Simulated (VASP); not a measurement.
OSZICAR of a VASP run on PbSe (rock salt):

### OSZICAR
```
       N       E                     dE             d eps       ncg     rms          rms(c)
DAV:   1     0.151495125672E+03    0.15150E+03   -0.94591E+03   812   0.141E+03
DAV:   2     0.319577967614E+01   -0.14830E+03   -0.14482E+03   836   0.338E+02
DAV:   3    -0.888121029013E+01   -0.12077E+02   -0.11822E+02  1082   0.101E+02
DAV:   4    -0.916791809307E+01   -0.28671E+00   -0.28658E+00   882   0.187E+01
DAV:   5    -0.917725927327E+01   -0.93412E-02   -0.93411E-02  1114   0.337E+00    0.268E+00
DAV:   6    -0.892442129983E+01    0.25284E+00   -0.66586E-01  1196   0.700E+00    0.153E+00
DAV:   7    -0.891714492977E+01    0.72764E-02   -0.10571E-01   912   0.193E+00    0.802E-01
DAV:   8    -0.891781132756E+01   -0.66640E-03   -0.10514E-02   950   0.135E+00    0.122E-01
DAV:   9    -0.891748163964E+01    0.32969E-03   -0.21478E-03  1200   0.520E-01    0.458E-02
DAV:  10    -0.891751047208E+01   -0.28832E-04   -0.13961E-04   884   0.848E-02    0.160E-02
DAV:  11    -0.891750894851E+01    0.15236E-05   -0.31869E-05  1124   0.683E-02    0.414E-03
DAV:  12    -0.891750899391E+01   -0.45400E-07   -0.22577E-06   844   0.180E-02
   1 F= -.89175090E+01 E0= -.89174954E+01  d E =-.891751E+01
```

Q: Which electronic solver shows in the log?

A: It is blocked Davidson (ALGO = Normal, or the opening steps of other solvers). The INCAR had ALGO = Normal.

Q: Can the final energy be trusted as converged?

A: The run converged. It stopped with EDIFF = 1E-6, NELM = 100, NSW = 40 and EDIFFG = -0.02 after 1 ionic step (PBEsol GGA, plane waves, VASP's PBE PAW potentials (set 64)).

The compound is PbSe in the rock salt structure. It was relaxed first.
